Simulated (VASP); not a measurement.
Consider the following.

```
GaN
1.0
    0.00000     2.30432     2.30432
    2.30432     0.00000     2.30432
    2.30432     2.30432     0.00000
Ga N
1 1
Direct
  0.00000   0.00000   0.00000
  0.25000   0.25000   0.25000
```

Calculation: optB86b-vdW, VASP's PBE PAW potentials (set 64) (plane waves; VASP). Numerical set-up: 520 eV cut-off, 10×10×10 Γ-centred mesh, Gaussian smearing of 0.050 eV, potentials Ga_d N.

### Question
What does the run give for the energy per atom (σ→0), pressure, band gap (on the k-mesh) with the smallest direct gap where there is one?

### Answer

```yaml
band gap (on the k-mesh): 1.30 eV
smallest direct gap (on the k-mesh): 1.30 eV
energy per atom (σ→0): -3.819 eV/atom
pressure: -9.16 GPa
```

The absolute energy has meaning only against runs of the same code, potentials and settings.

The compound is GaN in the zinc blende structure, a metastable form; wurtzite is the usual one. This cell is one point of a volume scan, at 1.06 of the reference volume.
